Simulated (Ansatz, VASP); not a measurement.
# GaN: VASP beside Ansatz

Wanted: the spread between two codes on one cell, functional and k mesh. The cell is taken from a series of runs on this material, whose earlier steps may have relaxed, scaled, displaced or heated it; both programs get it as it stands.

Calculated with Ansatz 0.2.0; plane waves, with VASP 6.6.1 beside it; dielectric response at PBE.

### Step 1. The structure

The structure is hexagonal, space group P6_3mc (No. 186). Conventional cell: a = 3.190 Å, b = 3.190 Å, c = 5.189 Å, α = 90.00°, β = 90.00°, γ = 120.00°. Ga has 4 N at 1.95 Å nearest. N has 4 Ga at 1.95 Å nearest. Farther neighbours and most contacts between anions are not listed.

### Step 2. VASP: dielectric response, PBE

The response to a field tests empty states and converges slowly with the mesh.

Lines of VASP's logs that name or quote its potential files are left out, and so is its time.

The input, INCAR:

```
SYSTEM = GaN
PREC = Accurate
ENCUT = 520
EDIFF = 1E-08
NELM = 120
ISMEAR = 0
SIGMA = 0.01
LREAL = .FALSE.
ALGO = Normal
GGA = PE
NBANDS = 24
LORBIT = 11
LWAVE = .FALSE.
LCHARG = .FALSE.
ISIF = 2
LEPSILON = .TRUE.
LASPH = .TRUE.
GGA_COMPAT = .FALSE.
EFERMI = MIDGAP
KPAR = 2
```

The input, POSCAR:

```
GaN
1.0
    3.1900000000      0.0000000000      0.0000000000
   -1.5950000000      2.7626210381      0.0000000000
    0.0000000000      0.0000000000      5.1890000000
Ga N
2 2
Direct
    0.6666666666      0.3333333332      0.0000000000
    0.3333333332      0.6666666666      0.5000000000
    0.6666666666      0.3333333332      0.3750000000
    0.3333333332      0.6666666666      0.8750000000
```

The input, KPOINTS:

```
Automatic mesh
0
Gamma
9 9 4
0 0 0
```

The projector-augmented-wave data sets are Ga_d and N (PBE family, release 64).

Run with:

```
$ mpirun -np 2 vasp_std
```

Numbers of over 12 decimals in the logs are rounded to 6 here.

The program printed:

```text
[banner, memory and clock lines left out]
running    2 mpi-ranks, on    1 nodes
 distrk:  each k-point on    1 cores,    2 groups
 distr:  one band on    1 cores,    1 groups

 POSCAR found type information on POSCAR GaN
 POSCAR found :  2 types and       4 ions
 LDA part: xc-table for (Slater+PW92), standard interpolation
 POSCAR, INCAR and KPOINTS ok, starting setup
 FFT: planning ... GRIDC
 FFT: planning ... GRID_SOFT
 FFT: planning ... GRID
 WAVECAR not read
 entering main loop
       N       E                     dE             d eps       ncg     rms          rms(c)
DAV:   1     0.277408024645E+03    0.27741E+03   -0.18210E+04  1848   0.281E+03
DAV:   2     0.546388824618E+01   -0.27194E+03   -0.26001E+03  1936   0.519E+02
DAV:   3    -0.272984324883E+02   -0.32762E+02   -0.32455E+02  2024   0.144E+02
DAV:   4    -0.283026841781E+02   -0.10043E+01   -0.10026E+01  2248   0.282E+01
DAV:   5    -0.283199178070E+02   -0.17234E-01   -0.17230E-01  2032   0.319E+00    0.109E+01
DAV:   6    -0.242108042227E+02    0.41091E+01   -0.12631E+01  2968   0.531E+01    0.307E+00
DAV:   7    -0.243233132996E+02   -0.11251E+00   -0.15912E+00  1800   0.101E+01    0.272E+00
DAV:   8    -0.243199033450E+02    0.34100E-02   -0.18493E-01  2680   0.642E+00    0.752E-01
DAV:   9    -0.243038571327E+02    0.16046E-01   -0.72176E-02  2944   0.458E+00    0.334E-01
DAV:  10    -0.243046778372E+02   -0.82070E-03   -0.41536E-03  1896   0.617E-01    0.982E-02
DAV:  11    -0.243045520904E+02    0.12575E-03   -0.12827E-03  2608   0.644E-01    0.319E-02
DAV:  12    -0.243045638061E+02   -0.11716E-04   -0.13527E-04  1872   0.873E-02    0.204E-02
DAV:  13    -0.243045649958E+02   -0.11896E-05   -0.55435E-05  2648   0.104E-01    0.223E-02
DAV:  14    -0.243045639434E+02    0.10524E-05   -0.10050E-05  2504   0.330E-02    0.777E-03
DAV:  15    -0.243045639303E+02    0.13113E-07   -0.91506E-07  2136   0.641E-03    0.382E-03
DAV:  16    -0.243045639176E+02    0.12643E-07   -0.70581E-08  2440   0.239E-03    0.221E-03
DAV:  17    -0.243045639571E+02   -0.39468E-07   -0.58375E-08  2104   0.244E-03    0.428E-05
DAV:  18    -0.243045639562E+02    0.92587E-09   -0.18072E-08  1344   0.930E-04
   1 F= -.24304564E+02 E0= -.24304564E+02  d E =0.000000E+00
 Linear response reoptimize wavefunctions to high precision
DAV:   1    -0.243045639485E+02    0.76552E-08   -0.50380E-10  1072   0.321E-04
DAV:   2    -0.243045639485E+02    0.26375E-10   -0.14513E-10   984   0.119E-04
 Linear response G [H, r] |phi>, progress :
  Direction:   1
       N       E                     dE             d eps       ncg     rms
RMM:   1    -0.889071081829E+02   -0.88907E+02    0.11527E+02  2092   0.340E+02
 LRF_COMMUTATOR internal error: the vector H(1)-e(1) S(1) |phi(0)> is not orthog
 onal to |phi(0)> (-1.061612099715684E-004,4.320328816920238E-015)
 LRF_COMMUTATOR internal error: the vector H(1)-e(1) S(1) |phi(0)> is not orthog
 onal to |phi(0)> (1.061612102227216E-004,-4.315992008230296E-015)
RMM:   2    -0.853981444091E+02    0.35090E+01   -0.25581E+02  3158   0.834E+01
 LRF_COMMUTATOR internal error: the vector H(1)-e(1) S(1) |phi(0)> is not orthog
 onal to |phi(0)> (-1.061612099678838E-004,2.791983224476047E-015)
 LRF_COMMUTATOR internal error: the vector H(1)-e(1) S(1) |phi(0)> is not orthog
 onal to |phi(0)> (1.061612102341014E-004,-1.349614864309956E-015)
RMM:   3    -0.884416291194E+02   -0.30435E+01   -0.19983E+01  3491   0.270E+01
RMM:   4    -0.886126427758E+02   -0.17101E+00   -0.17825E+00  3589   0.652E+00
RMM:   5    -0.886252093845E+02   -0.12567E-01   -0.14805E-01  3634   0.186E+00
RMM:   6    -0.886274739229E+02   -0.22645E-02   -0.17981E-02  3644   0.643E-01
RMM:   7    -0.886283384594E+02   -0.86454E-03   -0.30729E-03  3712   0.232E-01
RMM:   8    -0.886284251689E+02   -0.86709E-04   -0.11826E-04  3731   0.916E-02
RMM:   9    -0.886284759751E+02   -0.50806E-04    0.34374E-06  3805   0.372E-02
RMM:  10    -0.886284922342E+02   -0.16259E-04   -0.45557E-05  3751   0.161E-02
RMM:  11    -0.886284891602E+02    0.30740E-05    0.11225E-05  3695   0.768E-03
RMM:  12    -0.886284943570E+02   -0.51968E-05   -0.35947E-05  3557   0.442E-03
RMM:  13    -0.886284904599E+02    0.38971E-05    0.38565E-06  3383   0.302E-03
RMM:  14    -0.886284920370E+02   -0.15771E-05   -0.11714E-05  3069   0.242E-03
RMM:  15    -0.886284913483E+02    0.68868E-06   -0.48303E-06  2699   0.227E-03
RMM:  16    -0.886284916091E+02   -0.26071E-06   -0.19241E-05  2515   0.215E-03
RMM:  17    -0.886284910820E+02    0.52704E-06   -0.28649E-05  2316   0.221E-03
 Linear response G [H, r] |phi>, progress :
  Direction:   2
       N       E                     dE             d eps       ncg     rms
RMM:   1    -0.865703829753E+02   -0.86570E+02    0.46314E+01  2107   0.331E+02
 LRF_COMMUTATOR internal error: the vector H(1)-e(1) S(1) |phi(0)> is not orthog
 onal to |phi(0)> (-1.061612186278732E-004,7.965416520816504E-015)
 LRF_COMMUTATOR internal error: the vector H(1)-e(1) S(1) |phi(0)> is not orthog
[...]
LRF_COMMUTATOR internal error: the vector H(1)-e(1) S(1) |phi(0)> is not orthog
 onal to |phi(0)> (1.004658168584534E-004,7.688294445529209E-015)
 LRF_COMMUTATOR internal error: the vector H(1)-e(1) S(1) |phi(0)> is not orthog
 onal to |phi(0)> (-1.305958181935375E-004,1.172172303881905E-014)
[...]
N       E                     dE             d eps       ncg     rms          rms(c)
RMM:   1    -0.101808238811E+00   -0.10181E+00    0.40660E+00  1887   0.996E+00
RMM:   2    -0.720920125949E+00   -0.61911E+00   -0.20479E-01  3387   0.231E+00
RMM:   3    -0.739225945862E+00   -0.18306E-01   -0.45717E-02  3498   0.655E-01
RMM:   4    -0.740119588017E+00   -0.89364E-03   -0.30993E-03  3536   0.188E-01
RMM:   5    -0.740194943584E+00   -0.75356E-04   -0.30348E-04  3530   0.539E-02
RMM:   6    -0.740203532844E+00   -0.85893E-05   -0.49719E-05  3559   0.188E-02
RMM:   7    -0.740205715165E+00   -0.21823E-05   -0.11869E-05  3573   0.721E-03
RMM:   8    -0.740205838399E+00   -0.12323E-06   -0.18000E-06  3401   0.277E-03
RMM:   9    -0.740205957595E+00   -0.11920E-06   -0.35733E-07  3080   0.104E-03
RMM:  10    -0.740205949482E+00    0.81129E-08   -0.19888E-08  2772   0.446E-04
 change of polarisation eV/A/(eV/A) component  2 :    -0.423     1.480    -0.080
 dielectric tensor                  component  2 :    -1.674     6.858    -0.315
 Linear response to external field (no local field effect), progress :
  Direction:   3
       N       E                     dE             d eps       ncg     rms          rms(c)
RMM:   1    -0.137404385815E+00   -0.13740E+00    0.31041E+00  1912   0.924E+00
RMM:   2    -0.641057298255E+00   -0.50365E+00   -0.10337E-01  3314   0.203E+00
RMM:   3    -0.651409576341E+00   -0.10352E-01   -0.19528E-02  3429   0.580E-01
RMM:   4    -0.651939768964E+00   -0.53019E-03   -0.20107E-03  3457   0.167E-01
RMM:   5    -0.651982258775E+00   -0.42490E-04   -0.16413E-04  3513   0.480E-02
RMM:   6    -0.651986147440E+00   -0.38887E-05   -0.30333E-05  3502   0.164E-02
RMM:   7    -0.651987103789E+00   -0.95635E-06   -0.45897E-06  3534   0.602E-03
RMM:   8    -0.651987171940E+00   -0.68152E-07   -0.40098E-07  3262   0.224E-03
RMM:   9    -0.651987256061E+00   -0.84120E-07   -0.20006E-07  2842   0.892E-04
RMM:  10    -0.651987250000E+00    0.60611E-08    0.46967E-08  2466   0.374E-04
 change of polarisation eV/A/(eV/A) component  3 :    -0.106    -0.079     1.304
 dielectric tensor                  component  3 :    -0.421    -0.314     6.160
 Linear response to external field, progress :
  Direction:   1
       N       E                     dE             d eps       ncg     rms          rms(c)
RMM:   1    -0.104695786818E+00   -0.10470E+00    0.33068E+00  4981   0.938E+00
RMM:   2    -0.612030277838E+00   -0.50733E+00   -0.19869E-01  8839   0.224E+00    0.121E+00
RMM:   3    -0.625041943539E+00   -0.13012E-01   -0.40008E-02  8861   0.861E-01    0.723E-01
RMM:   4    -0.661460658815E+00   -0.36419E-01   -0.11807E-02  8939   0.772E-01    0.590E-02
RMM:   5    -0.661774071416E+00   -0.31341E-03   -0.87554E-04  9212   0.178E-01    0.415E-02
RMM:   6    -0.663035743732E+00   -0.12617E-02   -0.15180E-04  9016   0.697E-02    0.976E-03
RMM:   7    -0.663503210425E+00   -0.46747E-03   -0.25297E-05  9316   0.210E-02    0.327E-03
RMM:   8    -0.663613556850E+00   -0.11035E-03   -0.38442E-06  9189   0.846E-03    0.484E-04
RMM:   9    -0.663634532391E+00   -0.20976E-04   -0.10180E-06  9452   0.251E-03    0.322E-04
RMM:  10    -0.663627215204E+00    0.73172E-05   -0.54219E-08  9301   0.106E-03    0.953E-05
RMM:  11    -0.663625772738E+00    0.14425E-05    0.20812E-07  8889   0.384E-04    0.358E-05
RMM:  12    -0.663627324100E+00   -0.15514E-05    0.26278E-08  8474   0.183E-04    0.986E-06
 change of polarisation eV/A/(eV/A) component  1 :     1.226    -0.127     0.000
 dielectric tensor                  component  1 :     5.852    -0.501     0.000
 Linear response to external field, progress :
  Direction:   2
       N       E                     dE             d eps       ncg     rms          rms(c)
RMM:   1    -0.104867127827E+00   -0.10487E+00    0.33051E+00  4990   0.928E+00
RMM:   2    -0.613332815436E+00   -0.50847E+00   -0.19546E-01  8884   0.222E+00    0.121E+00
RMM:   3    -0.625132300486E+00   -0.11799E-01   -0.37874E-02  8937   0.847E-01    0.724E-01
RMM:   4    -0.661579873506E+00   -0.36448E-01   -0.11353E-02  8918   0.771E-01    0.604E-02
RMM:   5    -0.661807390229E+00   -0.22752E-03   -0.79420E-04  9241   0.180E-01    0.427E-02
RMM:   6    -0.662857910871E+00   -0.10505E-02   -0.14571E-04  9039   0.684E-02    0.968E-03
RMM:   7    -0.663411486730E+00   -0.55358E-03   -0.18053E-05  9285   0.214E-02    0.437E-03
RMM:   8    -0.663595887094E+00   -0.18440E-03   -0.50234E-06  9186   0.938E-03    0.669E-04
RMM:   9    -0.663634707637E+00   -0.38821E-04   -0.17512E-06  9388   0.325E-03    0.360E-04
RMM:  10    -0.663628294666E+00    0.64130E-05    0.44307E-07  8781   0.121E-03    0.868E-05
RMM:  11    -0.663625962593E+00    0.23321E-05   -0.34607E-08  9365   0.459E-04    0.497E-05
RMM:  12    -0.663627159342E+00   -0.11967E-05   -0.57943E-08  8643   0.204E-04    0.165E-05
RMM:  13    -0.663627290537E+00   -0.13120E-06   -0.10539E-07  5364   0.962E-05    0.477E-06
 change of polarisation eV/A/(eV/A) component  2 :    -0.211     1.226    -0.000
 dielectric tensor                  component  2 :    -0.836     5.852    -0.000
 Linear response to external field, progress :
  Direction:   3
       N       E                     dE             d eps       ncg     rms          rms(c)
RMM:   1    -0.137404385815E+00   -0.13740E+00    0.31041E+00  1912   0.924E+00
RMM:   2    -0.641058308669E+00   -0.50365E+00   -0.10338E-01  3318   0.203E+00    0.122E+00
RMM:   3    -0.648281484802E+00   -0.72232E-02   -0.20261E-02  3320   0.788E-01    0.724E-01
RMM:   4    -0.683343228043E+00   -0.35062E-01   -0.89394E-03  3361   0.680E-01    0.551E-02
RMM:   5    -0.686024132860E+00   -0.26809E-02   -0.72961E-04  3436   0.166E-01    0.280E-02
RMM:   6    -0.686746012116E+00   -0.72188E-03   -0.61965E-05  3295   0.467E-02    0.714E-03
RMM:   7    -0.686783518854E+00   -0.37507E-04   -0.55950E-06  3544   0.152E-02    0.286E-03
RMM:   8    -0.686787150222E+00   -0.36314E-05   -0.19781E-06  3279   0.522E-03    0.625E-04
RMM:   9    -0.686815221332E+00   -0.28071E-04   -0.47660E-07  3492   0.188E-03    0.194E-04
RMM:  10    -0.686812573027E+00    0.26483E-05   -0.14890E-07  3408   0.762E-04    0.772E-05
RMM:  11    -0.686814429676E+00   -0.18566E-05   -0.46046E-08  3355   0.283E-04    0.239E-05
RMM:  12    -0.686814577702E+00   -0.14803E-06   -0.10048E-08  2672   0.133E-04    0.841E-06
 change of polarisation eV/A/(eV/A) component  3 :    -0.106    -0.079     1.273
 dielectric tensor                  component  3 :    -0.420    -0.313     6.039
 Born effective charges drift removed
```

OUTCAR, selected parts (step 2):

```text
ion  position               nearest neighbor table
   1  0.667  0.333  0.000-   3 1.95   4 1.95   4 1.95   4 1.95
   2  0.333  0.667  0.500-   4 1.95   3 1.95   3 1.95   3 1.95
   3  0.667  0.333  0.375-   1 1.95   2 1.95   2 1.95   2 1.95
   4  0.333  0.667  0.875-   2 1.95   1 1.95   1 1.95   1 1.95

  LATTYP: Found a hexagonal cell.
 ALAT       =     3.1900000000
 C/A-ratio  =     1.6266457680

 Subroutine GETGRP returns: Found 12 space group operations
 (whereof  6 operations were pure point group operations)

The static configuration has the point symmetry C_3v.
 The point group associated with its full space group is C_6v.

 Found     36 irreducible k-points:

   k-points           NKPTS =     36   k-points in BZ     NKDIM =     36   number of bands    NBANDS=     24

   dimension x,y,z NGX =    24 NGY =   24 NGZ =   40
   dimension x,y,z NGXF=    48 NGYF=   48 NGZF=   80

   ENCUT  =  520.0 eV  38.22 Ry    6.18 a.u.   5.93  5.93  9.65*2*pi/ulx,y,z

   NELECT =      36.0000    total number of electrons

 k-points in reciprocal lattice and weights: Automatic mesh
   0.00000000  0.00000000  0.00000000       0.003
   0.11111111 -0.00000000  0.00000000       0.019
   0.22222222  0.00000000  0.00000000       0.019
   0.33333333 -0.00000000  0.00000000       0.019
   0.44444444  0.00000000  0.00000000       0.019
   0.11111111  0.11111111  0.00000000       0.019
   0.22222222  0.11111111  0.00000000       0.037
   0.33333333  0.11111111  0.00000000       0.037
   0.44444444  0.11111111  0.00000000       0.019
[...]
0.33333333  0.22222222  0.50000000       0.037
   0.33333333  0.33333333  0.50000000       0.006

 average (electrostatic) potential at core
       1 -63.5010       2 -63.5010       3 -62.0470       4 -62.0470

  Total        1.3346392      1.3346392      1.7794733      0.0000000      0.0000000     -0.0000000
  in kB       46.7604603     46.7604603     62.3456821      0.0000000      0.0000000     -0.0000000
  external PRESSURE =      51.9555342 kB  Pullay stress =       0.0000000 kB

  energy-cutoff  :      520.00
  volume of cell :       45.73
      direct lattice vectors                 reciprocal lattice vectors
     3.190000000  0.000000000  0.000000000     0.313479624  0.180987545  0.000000000
    -1.595000000  2.762621038  0.000000000     0.000000000  0.361975090  0.000000000
     0.000000000  0.000000000  5.189000000     0.000000000  0.000000000  0.192715359

 POSITION                                       TOTAL-FORCE (eV/Angst)
 -----------------------------------------------------------------------------------
      1.59500      0.92087      0.00000        -0.000000      0.000000     -0.117376
     -0.00000      1.84175      2.59450        -0.000000      0.000000     -0.117376
      1.59500      0.92087      1.94588         0.000000      0.000000      0.117376
     -0.00000      1.84175      4.54038        -0.000000      0.000000      0.117376
 -----------------------------------------------------------------------------------
    total drift:                               -0.000000     -0.000001     -0.000623

 MACROSCOPIC STATIC DIELECTRIC TENSOR (including local field effects in DFT)
 ------------------------------------------------------
           5.852232     0.000000     0.000000
           0.000000     5.852232     0.000000
           0.000000     0.000000     6.038765
 ------------------------------------------------------

 PIEZOELECTRIC TENSOR (including local field effects)  for field in x, y, z        (C/m^2)
          XX          YY          ZZ          XY          YZ          ZX
  --------------------------------------------------------------------------------
  x     0.00000     0.00000     0.00000     0.00000     0.00000     0.56424
  y    -0.00000     0.00000     0.00000     0.00000     0.56424     0.00000
  z     0.50951     0.50951    -1.01950     0.00000     0.00000     0.00000

 BORN EFFECTIVE CHARGES (including local field effects) (in |e|, cummulative output)
 ---------------------------------------------------------------------------------
 ion    1
    1     2.62164     0.00000     0.00000
    2     0.00000     2.62164     0.00000
    3    -0.00000     0.00000     2.75715
 ion    2
    1     2.62164     0.00000     0.00000
    2     0.00000     2.62164     0.00000
    3    -0.00000     0.00000     2.75715
 ion    3
    1    -2.62164     0.00000     0.00000
    2     0.00000    -2.62164     0.00000
    3     0.00000     0.00000    -2.75715
 ion    4
    1    -2.62164     0.00000     0.00000
    2     0.00000    -2.62164     0.00000
    3     0.00000    -0.00000    -2.75715
```

The dielectric response converges more slowly with the mesh than energies do, so tensor and charges may still move on a finer one.

[end of part 1 of 2]

[Lines on the potential files, build, host, timing and source positions are cut from VASP's logs without a mark.]

[Logs are printed without paths, hosts, clocks, repeated set-up lines and the standing remarks that a program may print on its own settings, such as how far it seeks lower states.]

[Hosts, paths, dates, database ids (printed as entryN), source tags and the programs' standing remarks are cut or masked in the printed files.]
